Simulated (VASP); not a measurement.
A convergence study with VASP on Ho (hcp): one setting is varied, all else stays as given below, so the limit is that of these other settings. Each run relaxes cell and ions; the cell shown is the tightest run's result. The basis is that of the starting cell, so low cut-offs carry a Pulay error.

```
Ho
1.0
    1.79589    -3.11058     0.00000
    1.79589     3.11058     0.00000
    0.00000     0.00000     5.61225
Ho
2
Direct
  0.33333   0.66667   0.25000
  0.66667   0.33333   0.75000
```

These are PBE GGA, VASP's PBE PAW potentials (set 64) (plane waves; VASP 6.6.1) values and carry that method's errors. The tightest run used: 700 eV cut-off, 10×10×5 Γ-centred mesh, first-order Methfessel-Paxton smearing of 0.10 eV, potentials Ho_3.

The 4f electrons are frozen in the core of the lanthanide potential, so 4f levels, which can set the real gap, and their magnetism are missing.

The reference is ENCUT = 700, which took about 2 core-minutes. Costs are core time on shared hosts, one run each; read them as rough ratios.

**Question.** Of the settings ENCUT = 150; ENCUT = 200; ENCUT = 250; ENCUT = 300; ENCUT = 350; ENCUT = 400; ENCUT = 450; ENCUT = 500; ENCUT = 550; ENCUT = 600; ENCUT = 650; ENCUT = 700, which is the lowest that keeps the difference from the reference in relaxed volume (Å³/atom) within 0.1 from there on, and what does it cost?

**Answer.** ENCUT = 250; its cost over the reference is about 1/5.
```
setting      difference in relaxed volume (Å³/atom)  cost over the reference
-----------  --------------------------------------  -----------------------
ENCUT = 150                                   0.512               about 1/10
ENCUT = 200                                   0.237                about 1/5
ENCUT = 250                                   0.031                about 1/5
ENCUT = 300                                   0.018                about 1/5
ENCUT = 350                                   0.012                about 1/3
ENCUT = 400                                   0.008                about 1/4
ENCUT = 450                                   0.004     within a factor of 2
ENCUT = 500                                   0.002     within a factor of 2
ENCUT = 550                                   0.003     within a factor of 2
ENCUT = 600                                   0.011     within a factor of 2
ENCUT = 650                                   0.001     within a factor of 2
ENCUT = 700                                   0.000                reference
```

Left out are rungs that failed or repeat a setting and relaxations that didn't move; long series are thinned to 24 rows.

The compound is Ho in the hcp structure.
